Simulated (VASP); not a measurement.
Computed with PBE GGA with D3 dispersion (Becke-Johnson damping), VASP's PBE PAW potentials (set 64) (plane waves; VASP 6.6.1).

The input files of a VASP run:

**INCAR**
```
! general
SYSTEM = C
PREC   = Accurate
ENCUT  = 520
LREAL  = .False.   ! projection in real space or not
LASPH  = .True.   ! aspherical one-centre terms

! electronic loop
EDIFF  = 1E-7   ! SCF stop (eV)
NELM   = 100
ALGO   = Normal   ! blocked Davidson

! smearing
ISMEAR = -5   ! tetrahedra, Bloechl

! functional
GGA    = PE   ! PBE
IVDW   = 12   ! D3, Becke-Johnson

! ions
ISIF   = 2

! output
LWAVE  = .False.
LCHARG = .True.
LORBIT = 11
NEDOS  = 601   ! DOS grid
```

POSCAR:
```
C
1
    0.0000000000     1.7793724863     1.7793724863
    1.7793724863    -0.0000000000     1.7793724863
    1.7793724863     1.7793724863     0.0000000000
C
2
Direct
  0.0000000000   0.0000000000   0.0000000000
  0.2500000000   0.2500000000   0.2500000000
```

**KPOINTS**
```
Automatic mesh
0
Gamma
14 14 14
0 0 0
```

POTCAR, in this order: C (PBE.64 set). Program: vasp_std.

Output

**OUTCAR**
```
 ion  position               nearest neighbor table
   1  0.000  0.000  0.000-   2 1.54   2 1.54   2 1.54   2 1.54
   2  0.250  0.250  0.250-   1 1.54   1 1.54   1 1.54   1 1.54
  LATTYP: Found a face centered cubic cell.
 ALAT       =     3.5587449726
 Subroutine PRICEL returns:
 Original cell was already a primitive cell.
 Subroutine GETGRP returns: Found 48 space group operations
The static configuration has the point symmetry T_d .
 The point group associated with its full space group is O_h .
The dynamic configuration has the point symmetry T_d .
 Subroutine INISYM returns: Found 48 space group operations
 Subroutine IBZKPT returns following result:
 Found    104 irreducible k-points:

 Following reciprocal coordinates:
            Coordinates               Weight
  0.000000  0.000000  0.000000      1.000000
  0.071429  0.000000  0.000000      8.000000
  0.142857  0.000000  0.000000      8.000000
  0.214286  0.000000  0.000000      8.000000
  0.285714  0.000000  0.000000      8.000000
  0.357143  0.000000  0.000000      8.000000
  0.428571  0.000000  0.000000      8.000000
  0.500000  0.000000  0.000000      4.000000
...
```

OSZICAR:
```
       N       E                     dE             d eps       ncg     rms          rms(c)
DAV:   1     0.176653261382E+00    0.17665E+00   -0.51857E+03  1720   0.993E+02
DAV:   2    -0.187089568509E+02   -0.18886E+02   -0.18600E+02  2584   0.115E+02
DAV:   3    -0.188350099908E+02   -0.12605E+00   -0.12605E+00  1776   0.118E+01
DAV:   4    -0.188352727681E+02   -0.26278E-03   -0.26278E-03  2408   0.494E-01
DAV:   5    -0.188352728296E+02   -0.61502E-07   -0.61502E-07  1752   0.605E-03    0.561E+00
DAV:   6    -0.183464257592E+02    0.48885E+00   -0.37421E-01  1728   0.490E+00    0.337E+00
DAV:   7    -0.181819653178E+02    0.16446E+00   -0.41248E-01  1952   0.525E+00    0.776E-01
DAV:   8    -0.181832520173E+02   -0.12867E-02   -0.18087E-03  1728   0.492E-01    0.472E-02
DAV:   9    -0.181832676179E+02   -0.15601E-04   -0.13231E-04  2424   0.102E-01    0.273E-02
DAV:  10    -0.181832801697E+02   -0.12552E-04   -0.13413E-05  1696   0.429E-02    0.632E-03
DAV:  11    -0.181832800175E+02    0.15218E-06   -0.37998E-08  2296   0.217E-03    0.133E-03
DAV:  12    -0.181832800113E+02    0.61481E-08   -0.10305E-08   864   0.130E-03
   1 F= -.18568455E+02 E0= -.18568455E+02  d E =0.000000E+00
```

OUTCAR:
```
------------------------ aborting loop because EDIFF is reached ----------------------------------------
 Edisp (eV)   -0.38518
  FORCE on cell =-STRESS in cart. coord.  units (eV):
  Direction    XX          YY          ZZ          XY          YZ          ZX
  --------------------------------------------------------------------------------------
  Total       0.00160     0.00160     0.00160     0.00000    -0.00000    -0.00000
  in kB       0.22715     0.22715     0.22715     0.00000    -0.00000    -0.00000
  external pressure =        0.23 kB  Pullay stress =        0.00 kB
  volume of cell :       11.27
      direct lattice vectors                 reciprocal lattice vectors
     0.000000000  1.779372486  1.779372486    -0.280997938  0.280997938  0.280997938
     1.779372486  0.000000000  1.779372486     0.280997938 -0.280997938  0.280997938
     1.779372486  1.779372486  0.000000000     0.280997938  0.280997938 -0.280997938
 POSITION                                       TOTAL-FORCE (eV/Angst)
 -----------------------------------------------------------------------------------
      0.00000      0.00000      0.00000         0.000000      0.000000      0.000000
      0.88969      0.88969      0.88969        -0.000000     -0.000000     -0.000000
 -----------------------------------------------------------------------------------
    total drift:                                0.000000      0.000000      0.000000
  FREE ENERGIE OF THE ION-ELECTRON SYSTEM (eV)
  ---------------------------------------------------
  free  energy   TOTEN  =       -18.5684554490 eV

  energy  without entropy=      -18.5684554490  energy(sigma->0) =      -18.56845545

 total charge

# of ion       s       p       d       tot
------------------------------------------
    1        0.830   1.755   0.000   2.585
    2        0.830   1.755   0.000   2.585
--------------------------------------------------
tot          1.661   3.510   0.000   5.170
```
(Selected blocks of OUTCAR.)

The compound is C in the diamond structure. It was relaxed first.
